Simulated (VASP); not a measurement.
## GaP (relaxed from the CsCl type structure, space group Pm-3m): computed properties

All values below come from PBE GGA, VASP's PBE PAW potentials (set 64) (plane waves; VASP).

For GaP, the space group is Pm-3m (221). The cell is a = b = c = 3.2153 Å, α = β = γ = 90.00°, the volume per atom comes out as 16.62 Å³/atom and the band gap (over mesh and band path) is none (metal, semimetal or under 0.01 eV). The density is 5.03 g/cm³.

```
CELL_PARAMETERS angstrom
      3.21526     0.00000     0.00000
      0.00000     3.21526     0.00000
      0.00000     0.00000     3.21526
ATOMIC_POSITIONS crystal
  Ga 0.00000 0.00000 0.00000
  P  0.50000 0.50000 0.50000
```

The structure was generated: GaP was put into the CsCl type type (Pm-3m), which need not be its known phase. It was relaxed first, which changed the volume by +26 %. Symmetry was kept, so distortions that lower it aren't found.
